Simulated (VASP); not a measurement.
Band gaps of ZnCdS$_{2}$ (space group P3m1) from VASP (PAW), without and with spin-orbit coupling. Semilocal levels are at their own relaxed cell, hybrids and mBJ at PBE's; 0.00 means no gap at that level.

The cell of the LDA run:

```yaml
crystal:
  lattice:
    - [3.88929, 0.00000, 0.00000]
    - [-1.94464, 3.36822, 0.00000]
    - [0.00000, 0.00000, 6.45224]
  atoms:
    - { symbol: Zn, position: [0.00000, 0.00000, 0.99867] }
    - { symbol: Cd, position: [0.33333, 0.66667, 0.50759] }
    - { symbol: S, position: [0.33333, 0.66667, 0.89247] }
    - { symbol: S, position: [0.00000, 0.00000, 0.35327] }
```

```csv
level,gap without SOC (eV),gap with SOC (eV),shift (eV)
LDA,1.32,(withheld),(withheld)
```

Complete the blanks.

- LDA, gap with SOC (eV): 1.30
- LDA, shift (eV): -0.02

Only levels that ran to the end are used. Left out are those held back, those with too coarse a band path, GW runs whose mesh misses a band edge, hybrids' fits of cells that aren't cubic and levels without matching references; a question may draw on a part of the rest.

The structure comes from a computed database's ZnCdS2 entry (P3m1); how it stands against other phases isn't given here. It was relaxed first, which changed the volume by -8 %. Symmetry was kept, so distortions that lower it aren't found.
